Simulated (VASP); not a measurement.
Input:

```xyz
2
Lattice="4.1523 0.0000 0.0000 0.0000 4.1523 0.0000 0.0000 0.0000 4.1523" Properties=species:S:1:pos:R:3 pbc="T T T"
Cs     0.0000     0.0000     0.0000
Cl     2.0761     2.0761     2.0761
```

Calculation: PBE GGA with D4 dispersion, VASP's PBE PAW potentials (set 64) (plane waves; VASP). Run with 520 eV cut-off, Gaussian smearing of 0.050 eV, potentials Cs_sv Cl.

Unless said otherwise, spin-orbit coupling is left out, though it shifts the bands of the heavy elements here.

Task: Predict the band gap (along the path) with the smallest direct gap where there is one.

Result: 
```json
{
  "band gap (along the path)": "5.17 eV",
  "smallest direct gap (along the path)": "5.17 eV"
}
```

The compound is CsCl in the CsCl type structure. It was relaxed first.
